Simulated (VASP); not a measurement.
Input of a VASP 6.6.1 run:

File INCAR:

```
SYSTEM = Sn2H3Br
PREC = Accurate
ENCUT = 520
EDIFF = 1E-6
ISMEAR = 0
SIGMA = 0.1
LREAL = .FALSE.
LASPH = .TRUE.
NELM = 150
ALGO = Normal
ISIF = 2
LWAVE = .FALSE.
LCHARG = .FALSE.
METAGGA = R2SCAN
LMIXTAU = .TRUE.
NBANDS = 28
KPAR = 4
```

KPOINTS

```
regular mesh
0
G
  8 8 4
  0 0 0
```

File POSCAR:

```
Sn2H3Br                                 
1.0
    4.7985881202      0.0000000001     -0.0000000000
   -2.3992940649      4.1556992190      0.0000000000
   -0.0000000000      0.0000000000      9.0918568540
  Sn              H               Br            
     2     3     1
Direct
     0.6666666699999979    0.3333333300000021    0.1199054053172614
     0.3333333300000021    0.6666666699999979    0.0353678227413921
     0.6666666699999979    0.3333333300000021    0.3114038709651561
     0.0000000000000000    0.0000000000000000    0.4365643551178385
     0.0000000000000000    0.0000000000000000    0.5191477070752506
     0.3333333300000021    0.6666666699999979    0.7574156587830954
```

Potentials or basis: VASP PAW PBE potentials, release 64 (Sn_d, H, Br).

The run is started by

```console
$ cat potpaw_PBE.64/Sn_d/POTCAR potpaw_PBE.64/H/POTCAR potpaw_PBE.64/Br/POTCAR > POTCAR
$ mpirun -np 4 vasp_std > vasp.out
```

Problem. Predict the pressure.

Solution. -1.0 GPa.

Problem. Predict the band gap on the k mesh.

Solution. 0.22 eV, direct.

Forces in eV/Å, atoms in the order of the input:
```
Sn   0.000  0.000  0.073
Sn   0.000  0.000 -0.099
H    0.000  0.000 -0.191
H    0.000  0.000  0.269
H    0.000  0.000 -0.273
Br   0.000  0.000  0.220
```

Caveat: the PAW data sets were made with another functional, which shifts forces and pressure a little; spin-orbit coupling is left out, which moves the levels of the heavy elements. A k mesh can miss the band edges.
